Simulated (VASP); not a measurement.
# SiB2 (I4/mmm) in VASP: further runs

The runs below take SiB2 through relaxation of cell and atoms, with PBE.

All numbers are computed with VASP 6.6.1; they aren't measurements. Logs are shortened: lines on timing, memory, paths and dates and some standing lists are left out, and cuts for length are marked.

**1. The structure**

The structure is tetragonal, space group I4/mmm (No. 139). Conventional cell: a = 3.223 Å, b = 3.223 Å, c = 6.376 Å, α = 90.00°, β = 90.00°, γ = 90.00°. Si (site symmetry 4/mmm) has 10 B at 2.37 to 2.53 Å as nearest neighbours. B (site symmetry 4mm) has 1 B at 1.31 Å as nearest neighbours.

The cell was built by a generator and needn't be a form met in nature.

**2. Relaxation of cell and atoms, PBE**

Contents of INCAR:

```
PREC = Normal
ENCUT = 520
EDIFF = 1E-4
ISMEAR = 0
SIGMA = 0.15
LREAL = False
LASPH = True
NELM = 60
ALGO = Fast
ISIF = 3
LWAVE = False
LCHARG = False
GGA = PE
IBRION = 2
NSW = 24
EDIFFG = -0.08
```

Contents of KPOINTS:

```
Automatic mesh
0
Gamma
  9 9 9
```

Contents of POSCAR:

```
SiB2
1.0
   -1.6112608900      1.6112608900      3.1879652100
    1.6112608900     -1.6112608900      3.1879652100
    1.6112608900      1.6112608900     -3.1879652100
Si B
1 2
Direct
    0.0000000000      0.0000000000      0.0000000000
    0.3969077900      0.3969077900      0.0000000000
    0.6030922100      0.6030922100      0.0000000000
```

Potentials or basis: VASP PAW PBE potentials, release 64 (Si, B).

Command:

```
> cat potpaw_PBE.64/Si/POTCAR potpaw_PBE.64/B/POTCAR > POTCAR
> mpirun -np 1 vasp_std > vasp.out
```

OUTCAR:

```text
PREC = Normal
   ENCUT = 520
   EDIFF = 1E-4
   ISMEAR = 0
   LREAL = False
   LASPH = True
   NELM = 60
   ISIF = 3
   GGA = PE
   IBRION = 2
   NSW = 24
   EDIFFG = -0.08

 ion  position               nearest neighbor table
   1  0.000  0.000  0.000-   3 2.37   3 2.37   3 2.37   2 2.37   3 2.37   2 2.37   2 2.37   2 2.37
                             2 2.53   3 2.53
   2  0.397  0.397  0.000-   3 1.31   1 2.37   1 2.37   1 2.37   1 2.37   1 2.53
   3  0.603  0.603  0.000-   2 1.31   1 2.37   1 2.37   1 2.37   1 2.37   1 2.53

  LATTYP: Found a body centered tetragonal cell.
 ALAT       =     3.2225217800
 C/A-ratio  =     1.9785530883

  Lattice vectors:

 A1 = (  -1.6112608900,   1.6112608900,   3.1879652100)
 A2 = (   1.6112608900,  -1.6112608900,   3.1879652100)
 A3 = (   1.6112608900,   1.6112608900,  -3.1879652100)

Analysis of symmetry for initial positions (statically):
=====================================================================
 Subroutine PRICEL returns:
 Original cell was already a primitive cell.

 Routine SETGRP: Setting up the symmetry group for a
 body centered tetragonal supercell.

 Subroutine GETGRP returns: Found 16 space group operations
 (whereof 16 operations were pure point group operations)
 out of a pool of 16 trial point group operations.

The static configuration has the point symmetry D_4h.

Analysis of symmetry for dynamics (positions and initial velocities):
=====================================================================
 Subroutine PRICEL returns:
 Original cell was already a primitive cell.

 Routine SETGRP: Setting up the symmetry group for a
 body centered tetragonal supercell.

 Subroutine GETGRP returns: Found 16 space group operations
 (whereof 16 operations were pure point group operations)
 out of a pool of 16 trial point group operations.

The dynamic configuration has the point symmetry D_4h.

 Subroutine INISYM returns: Found 16 space group operations
 (whereof 16 operations are pure point group operations),
 and found     1 'primitive' translations

----------------------------------------------------------------------------------------

                                     Primitive cell

  volume of cell :      33.1059

  direct lattice vectors                    reciprocal lattice vectors
    -1.611260890  1.611260890  3.187965210     0.000000000  0.310315979  0.156839855
     1.611260890 -1.611260890  3.187965210     0.310315979  0.000000000  0.156839855
     1.611260890  1.611260890 -3.187965210     0.310315979  0.310315979  0.000000000

  length of vectors
     3.918602492  3.918602492  3.918602492     0.347699219  0.347699219  0.438853066

  position of ions in fractional coordinates (direct lattice)
     0.000000000  0.000000000  0.000000000
[... 114 lines left out ...]
 Gauss-broadening in eV      SIGMA  =   0.15
  energy-cutoff  :      520.00
  volume of cell :       33.11
 maximum number of plane-waves:       904
   NGX = 15   NGY = 15   NGZ = 15

--------------------------------------- Ionic step        1  -------------------------------------------

 number of electron      10.0000001 magnetization

 Free energy of the ion-electron system (eV)
  ---------------------------------------------------
  ext. energy  EPLUGINS =         0.00000000
  ---------------------------------------------------
  free energy    TOTEN  =       -13.82826870 eV

  energy without entropy =      -13.81588417  energy(sigma->0) =      -13.82207644

------------------------ aborting loop because EDIFF is reached ----------------------------------------

  FORCE on cell =-STRESS in cart. coord.  units (eV):
  Direction    XX          YY          ZZ          XY          YZ          ZX
  --------------------------------------------------------------------------------------
  -------------------------------------------------------------------------------------
  Total       -2.0038154     -2.0038154      8.2818377      0.0000000      0.0000000      0.0000000
  in kB      -96.9757144    -96.9757144    400.8039562      0.0000000      0.0000000      0.0000000
  external PRESSURE =      68.9508425 kB  Pullay stress =       0.0000000 kB
[... 92 lines left out ...]
  FREE ENERGIE OF THE ION-ELECTRON SYSTEM (eV)
  ---------------------------------------------------
  free  energy   TOTEN  =       -14.2132061570 eV

  energy  without entropy=      -14.1979035441  energy(sigma->0) =      -14.20555485

 E-fermi :  10.1041     XC(G=0): -12.1513

 val. band max:       10.0841516418   @ k =  -0.3333   0.3333   0.2222
 cond. band min:      10.1177681214   @ k =   0.2222  -0.0000   0.0000
 fundamental gap:      0.0336164796
 Fermi energy:        10.1040618727

 k-point     1 :       0.0000    0.0000    0.0000
  band No.  band energies     occupation
      1      -6.3374      2.00000
      2       3.6572      2.00000
      3       5.6479      2.00000
      4       9.4004      2.00000
      5       9.4004      2.00000
      6      14.3285      0.00000
      7      14.3285      0.00000
      8      14.9274      0.00000
      9      15.1440      0.00000
[... 265 lines left out ...]
 k-point    24 :       0.4444    0.4444    0.0000
  band No.  band energies     occupation
      1       1.9240      2.00000
      2       2.1774      2.00000
      3       2.7748      2.00000
      4       4.5893      2.00000
      5       5.9437      2.00000
      6       8.3031      2.00000
      7      11.3296      0.00000
      8      12.6927      0.00000
      9      15.5505      0.00000

 [... further k-points ...]

[... ionic steps 4 to 20 ...]

--------------------------------------- Ionic step       21  -------------------------------------------

 number of electron      10.0000000 magnetization

------------------------ aborting loop because EDIFF is reached ----------------------------------------
[... 69 lines left out ...]
--------------------------------------- Ionic step       23  -------------------------------------------

 number of electron      10.0000001 magnetization

 Free energy of the ion-electron system (eV)
  ---------------------------------------------------
  ext. energy  EPLUGINS =         0.00000000
  ---------------------------------------------------
  free energy    TOTEN  =       -16.24988726 eV

  energy without entropy =      -16.23703262  energy(sigma->0) =      -16.24345994

 E-fermi :   8.1602     XC(G=0): -11.4597

 val. band max:        8.1597880960   @ k =  -0.2222  -0.2222   0.1111
 cond. band min:       8.1610812920   @ k =  -0.4444   0.4444   0.0000
 fundamental gap:      0.0012931960
 Fermi energy:         8.1602287749

 k-point     1 :       0.0000    0.0000    0.0000
  band No.  band energies     occupation
      1      -6.9571      2.00000
      2      -2.1997      2.00000
      3      -0.4539      2.00000
      4       9.9831      0.00000
      5       9.9831      0.00000
      6      11.4768      0.00000
      7      15.1629      0.00000
      8      17.2250      0.00000
      9      17.2250      0.00000
[... 306 lines left out ...]
  FREE ENERGIE OF THE ION-ELECTRON SYSTEM (eV)
  ---------------------------------------------------
  free  energy   TOTEN  =       -16.2498872584 eV

  energy  without entropy=      -16.2370326181  energy(sigma->0) =      -16.24345994

 reached required accuracy - stopping structural energy minimisation
```

OSZICAR:

```text
N       E                     dE             d eps       ncg     rms          rms(c)
DAV:   1     0.119740433157E+02    0.11974E+02   -0.45896E+03  1350   0.920E+02
DAV:   2    -0.154130189151E+02   -0.27387E+02   -0.26616E+02  1773   0.134E+02
DAV:   3    -0.163630953728E+02   -0.95008E+00   -0.93920E+00  1829   0.240E+01
DAV:   4    -0.163692820940E+02   -0.61867E-02   -0.61785E-02  1973   0.182E+00
[... 152 lines left out ...]
RMM:   3    -0.162491502930E+02    0.14485E-04   -0.11990E-04   910   0.860E-02
  22 F= -.16249150E+02 E0= -.16242635E+02  d E =-.396083E-02
       N       E                     dE             d eps       ncg     rms          rms(c)
DAV:   1    -0.162500432146E+02   -0.87844E-03   -0.61093E-02  1449   0.227E+00    0.711E-02
RMM:   2    -0.162498975742E+02    0.14564E-03   -0.59432E-04  1231   0.195E-01    0.301E-02
RMM:   3    -0.162498872584E+02    0.10316E-04   -0.63715E-05   860   0.629E-02
  23 F= -.16249887E+02 E0= -.16243460E+02  d E =-.469779E-02
```

CONTCAR:

```text
SiB2
   1.00000000000000
    -1.2193987808244637    1.2193987808244642    4.9296284785469808
     1.2193987808244637   -1.2193987808244633    4.9296284785469817
     1.2193987808244637    1.2193987808244633   -4.9296284785469808
  Si              B
     1     2
Direct
     0.0000000000000000    0.0000000000000000    0.0000000000000000
     0.2105317195297831    0.2105317195297831    0.0000000000000000
     0.7894682804702169    0.7894682804702168    0.0000000000000000

  0.00000000E+00  0.00000000E+00  0.00000000E+00
  0.00000000E+00  0.00000000E+00  0.00000000E+00
  0.00000000E+00  0.00000000E+00  0.00000000E+00
```

Run time: 1.8 min. Hardware: 1 thread of Intel Xeon Platinum 8259CL at 2.50GHz (Skylake/Cascade Lake), shared host; peak memory 0.15 GiB.

What came out:

- Free energy: -16.2499 eV
- Relaxed volume: 9.77 Å³/atom
- Relaxed cell: a = 5.223 Å, b = 5.223 Å, c = 5.223 Å, α = 153.00°, β = 153.00°, γ = 38.56°
- Space group after relaxing (to 0.05 Å): I4/mmm (No. 139)
- Energy gained by relaxing: 807.2 meV/atom
- Ionic steps: 23
- Pressure after relaxing: 0.9 GPa
- Largest force after relaxing: 0.008 eV/Å
- Band gap on the k mesh: none (metal or under the smearing width)

Forces in eV/Å, atoms in the order of the input:
```
Si   0.000  0.000  0.000
B    0.000  0.000  0.008
B    0.000  0.000 -0.008
```

Stress tensor (GPa, compression positive):
```
1.09 0.00 0.00
0.00 1.09 0.00
0.00 0.00 0.52
```

The path:
| step | energy change (eV) | largest force (eV/Å) | pressure (GPa) | volume (Å³) |
| --- | --- | --- | --- | --- |
| 1 | 0.0000 | 12.1867 | 6.90 | 33.11 |
| 2 | -0.3653 | 0.8368 | -26.14 | 35.14 |
| 3 | -0.3849 | 0.8671 | -25.98 | 35.19 |
| 4 | -1.3118 | 0.8838 | 3.45 | 26.46 |
| 5 | -1.3271 | 0.5421 | -1.89 | 27.21 |
| 6 | -1.4278 | 0.0050 | 2.16 | 25.87 |
| 7 | -1.4293 | 0.0547 | 3.00 | 25.70 |
| 8 | -1.4374 | 0.2254 | -0.83 | 26.33 |
| 9 | -1.4374 | 0.2302 | -0.94 | 26.35 |
| 10 | -1.4449 | 0.2319 | -0.87 | 26.45 |
| 11 | -1.4661 | 0.2484 | -0.77 | 26.73 |
| 12 | -1.4935 | 0.1933 | 0.42 | 27.25 |
| 13 | -1.6382 | 0.2556 | 6.51 | 28.10 |
| 14 | -2.3526 | 0.7990 | 4.73 | 29.11 |
| 15 | 0.8589 | 2.6520 | 22.19 | 28.65 |
| 16 | -1.7494 | 3.0404 | -2.96 | 29.29 |
| 17 | -2.3649 | 1.0072 | 2.38 | 29.15 |
| 18 | -2.3745 | 0.8665 | 2.95 | 29.13 |
| 19 | -2.4122 | 0.0014 | -1.91 | 29.72 |
| 20 | -2.4169 | 0.1880 | -0.91 | 29.57 |
| 21 | -2.4169 | 0.1984 | -0.84 | 29.56 |
| 22 | -2.4209 | 0.0922 | 0.13 | 29.42 |
| 23 | -2.4216 | 0.0080 | 0.90 | 29.32 |

Final structure:
```
Si B
1.0
    -1.21940    1.21940    4.92963
     1.21940   -1.21940    4.92963
     1.21940    1.21940   -4.92963
Si B
1 2
Direct
  0.00000 0.00000 0.00000
  0.21053 0.21053 0.00000
  0.78947 0.78947 0.00000
```

Caveat: the relaxation stopped at a loose force limit of 0.08 eV/Å, so its end isn't a converged minimum.

**3. Relaxation of cell and atoms, PBE**

This run uses another cell than the first one, of 9.13 Å³/atom, 0.827 times its volume.

INCAR is that of step 2.

Contents of KPOINTS:

```
Automatic mesh
0
Gamma
  10 10 4
```

Contents of POSCAR:

```
SiB2
1.0
    1.1899429000     -2.0609540700      0.0000000000
    1.1899429000      2.0609540700      0.0000000000
    0.0000000000      0.0000000000      5.5813058200
Si B
1 2
Direct
    0.0000000000      0.0000000000      0.0000000000
    0.0000000000      0.5000000000      0.3400000000
    0.5000000000      0.0000000000      0.6600000000
```

Potentials or basis: VASP PAW PBE potentials, release 64 (Si, B).

Command:

```
> cat potpaw_PBE.64/Si/POTCAR potpaw_PBE.64/B/POTCAR > POTCAR
> mpirun -np 1 vasp_std > vasp.out
```

Wall time 90 s (1 thread of Intel Xeon Platinum 8259CL at 2.50GHz (Skylake/Cascade Lake), shared host); peak memory 0.14 GiB.

Results (log left out):

```
Free energy                            : -17.0270 eV
Relaxed volume                         : 10.11 Å³/atom
Relaxed cell                           : a = 3.260 Å, b = 3.260 Å, c = 3.496 Å, α = 90.00°, β = 90.00°, γ = 125.33°
Space group after relaxing (to 0.05 Å) : C222 (No. 21)
Energy gained by relaxing              : 926.2 meV/atom
Ionic steps                            : 22
Pressure after relaxing                : 0.5 GPa
Largest force after relaxing           : 0.032 eV/Å
Band gap on the k mesh                 : none (metal or under the smearing width)
```

Forces in eV/Å, atoms in the order of the input:
```
Si   0.000  0.000  0.000
B    0.000  0.000  0.032
B    0.000  0.000 -0.032
```

Stress tensor (GPa, compression positive):
```
 0.98  0.00  0.00
 0.00 -0.26  0.00
 0.00  0.00  0.80
```

The path:
| step | energy change (eV) | largest force (eV/Å) | pressure (GPa) | volume (Å³) |
| --- | --- | --- | --- | --- |
| 1 | 0.0000 | 1.6982 | -3.01 | 27.38 |
| 2 | -0.5384 | 1.5842 | 0.58 | 26.64 |
| 3 | -0.8601 | 1.8161 | 24.94 | 25.26 |
| 4 | -0.8571 | 0.4642 | 17.53 | 25.60 |
| 5 | -1.2047 | 1.4837 | 12.69 | 26.91 |
| 6 | -1.4678 | 2.3444 | 10.09 | 28.33 |
| 7 | -1.7464 | 2.0452 | 6.24 | 30.85 |
| 8 | -2.3558 | 0.6015 | -5.06 | 34.32 |
| 9 | -2.2188 | 0.8092 | 0.55 | 32.79 |
| 10 | -2.3676 | 0.8532 | -2.77 | 33.68 |
| 11 | -2.2640 | 0.2396 | -16.61 | 35.56 |
| 12 | -2.4920 | 0.2041 | -9.80 | 34.54 |
| 13 | -2.6750 | 0.3466 | -3.32 | 31.91 |
| 14 | -2.6979 | 0.3789 | 0.26 | 30.89 |
| 15 | -2.6985 | 0.3857 | 0.94 | 30.71 |
| 16 | -2.7195 | 0.2706 | 0.06 | 30.75 |
| 17 | -2.7609 | 0.2339 | -2.43 | 30.83 |
| 18 | -2.7694 | 0.3238 | -1.80 | 30.66 |
| 19 | -2.7702 | 0.3529 | -1.61 | 30.59 |
| 20 | -2.7748 | 0.2479 | -0.74 | 30.46 |
| 21 | -2.7777 | 0.0620 | 0.76 | 30.25 |
| 22 | -2.7785 | 0.0317 | 0.50 | 30.32 |

Final structure:
```yaml
crystal:
  lattice:
    - [1.49710, -2.89594, 0.00000]
    - [1.49710, 2.89594, 0.00000]
    - [0.00000, 0.00000, 3.49625]
  atoms:
    - { symbol: Si, position: [0.00000, 0.00000, 0.00000] }
    - { symbol: B, position: [0.00000, 0.50000, 0.39973] }
    - { symbol: B, position: [0.50000, 0.00000, 0.60027] }
```

Levels at points of the mesh, in eV from the Fermi level:
```csv
k point,band 3,band 4,band 5,band 6,band 7,band 8
"(0.00, 0.00, 0.00)",-3.16,-2.16,-0.15,3.50,4.91,6.90
"(0.50, 0.00, 0.00)",-2.23,-2.17,-1.25,-0.68,3.30,4.05
"(0.50, 0.50, 0.00)",-2.40,-1.62,-0.44,0.58,2.46,2.48
"(0.00, 0.00, 0.50)",-1.33,0.74,2.58,3.48,5.52,7.23
"(0.50, 0.00, 0.50)",-7.05,-5.63,-0.39,-0.37,2.25,3.62
"(0.50, 0.50, 0.50)",-6.86,-6.78,-1.71,2.22,5.79,5.82
```

Caveat: the relaxation stopped at a loose force limit of 0.08 eV/Å, so its end isn't a converged minimum.

**4. Relaxation of cell and atoms, PBE**

This run uses another cell than the first one: it holds 6 atoms, not 3.

INCAR is that of step 3.

Contents of KPOINTS:

```
Automatic mesh
0
Gamma
  6 4 4
```

Contents of POSCAR:

```
SiB2
1.0
    2.9300000000      0.0000000000      0.0000000000
    0.0000000000      4.7800000000      0.0000000000
    0.0000000000      0.0000000000      4.1600000000
Si B
2 4
Direct
    0.5000000000      0.5000000000      0.1535000000
    0.0000000000      0.0000000000      0.8465000000
    0.5000000000      0.6920000000      0.6320000000
    0.5000000000      0.3080000000      0.6320000000
    0.0000000000      0.1920000000      0.3680000000
    0.0000000000      0.8080000000      0.3680000000
```

Command:

```
> cat potpaw_PBE.64/Si/POTCAR potpaw_PBE.64/B/POTCAR > POTCAR
> mpirun -np 1 vasp_std > vasp.out
```

Run time: 77 s. Hardware: 1 thread of Intel Xeon Platinum 8259CL at 2.50GHz (Skylake/Cascade Lake), shared host; peak memory 0.14 GiB.

The run converged. Its results:

```
Free energy                            : -34.8292 eV
Relaxed volume                         : 8.80 Å³/atom
Relaxed cell                           : a = 2.949 Å, b = 4.765 Å, c = 3.756 Å, α = 90.00°, β = 90.00°, γ = 90.00°
Space group after relaxing (to 0.05 Å) : Pmmn (No. 59)
Energy gained by relaxing              : 96.8 meV/atom
Ionic steps                            : 11
Pressure after relaxing                : 0.0 GPa
Largest force after relaxing           : 0.063 eV/Å
Band gap on the k mesh                 : none (metal or under the smearing width)
```

Forces in eV/Å, atoms in the order of the input:
```
Si   0.000  0.000 -0.004
Si   0.000  0.000  0.004
B    0.000 -0.053 -0.034
B    0.000  0.053 -0.034
B    0.000 -0.053  0.034
B    0.000  0.053  0.034
```

Stress tensor (GPa, compression positive):
```
 0.10  0.00  0.00
 0.00  0.40  0.00
 0.00  0.00 -0.44
```

Step by step:
| step | energy change (eV) | largest force (eV/Å) | pressure (GPa) | volume (Å³) |
| --- | --- | --- | --- | --- |
| 1 | 0.0000 | 0.8299 | -14.72 | 58.26 |
| 2 | -0.3483 | 1.2138 | 9.69 | 51.02 |
| 3 | -0.4138 | 0.4410 | 1.04 | 52.92 |
| 4 | -0.4142 | 0.4814 | 1.42 | 52.81 |
| 5 | -0.4921 | 0.5813 | 1.00 | 52.73 |
| 6 | -0.5253 | 0.6648 | 1.09 | 52.59 |
| 7 | -0.5657 | 0.3048 | -1.50 | 53.07 |
| 8 | -0.5664 | 0.2830 | -1.26 | 53.01 |
| 9 | -0.5761 | 0.1321 | 1.02 | 52.52 |
| 10 | -0.5768 | 0.1073 | 0.62 | 52.62 |
| 11 | -0.5805 | 0.0632 | 0.02 | 52.79 |

Final structure:
```
CELL_PARAMETERS angstrom
2.94938 0.00000 0.00000
0.00000 4.76502 0.00000
0.00000 0.00000 3.75617
ATOMIC_POSITIONS crystal
Si 0.50000 0.50000 0.13436
Si 0.00000 0.00000 0.86563
B 0.50000 0.69766 0.61535
B 0.50000 0.30234 0.61535
B 0.00000 0.19766 0.38465
B 0.00000 0.80234 0.38465
```

Levels at points of the mesh, in eV from the Fermi level:
```
           k point  band 7  band 8  band 9  band 10  band 11  band 12  band 13  band 14
(0.00, 0.00, 0.00)   -2.89   -2.20   -2.02    -0.85    -0.71     1.98     4.25     5.02
(0.50, 0.00, 0.00)   -5.67   -5.67   -1.05    -1.05    -0.80    -0.80     3.08     3.08
(0.00, 0.50, 0.00)   -4.56   -4.56   -2.89    -2.89     2.91     2.91     4.23     4.23
(0.50, 0.50, 0.00)   -3.20   -3.20   -2.29    -2.29     0.00     0.00     0.35     0.35
(0.00, 0.00, 0.50)   -3.37   -0.20    0.34     1.51     2.92     2.95     4.11     5.96
(0.50, 0.00, 0.50)   -6.01   -6.01   -3.94    -3.94    -1.46    -1.46     6.13     6.13
(0.00, 0.50, 0.50)   -2.14   -2.14    0.42     0.42     1.92     1.92     2.93     2.93
(0.50, 0.50, 0.50)   -7.19   -7.19   -1.58    -1.58     3.61     3.61     3.83     3.83
```

Caveat: the k mesh is coarse (spacing up to 0.38 Å⁻¹), so the values aren't converged; the relaxation stopped at a loose force limit of 0.08 eV/Å, so its end isn't a converged minimum.

**5. Overview**

```csv
k mesh,mesh quality,gap on the mesh (eV),pressure (GPa),largest force (eV/Å)
9 × 9 × 9,not flagged,none,0.9,0.01
10 × 10 × 4,not flagged,none,0.5,0.03
6 × 4 × 4,coarse,none,0.0,0.06
```

Alike in all rows: task relaxation of cell and atoms; level PBE; potentials or basis VASP PAW PBE potentials, release 64 (Si, B); no spin polarisation; cell relaxed; cutoff (eV) 520; smearing gaussian 0.15 eV.

Caveats: some runs use coarse meshes; the relaxation stopped at a loose force limit of 0.08 eV/Å, so its end isn't a converged minimum.

Absolute energies hang on the potentials; compare differences alone.
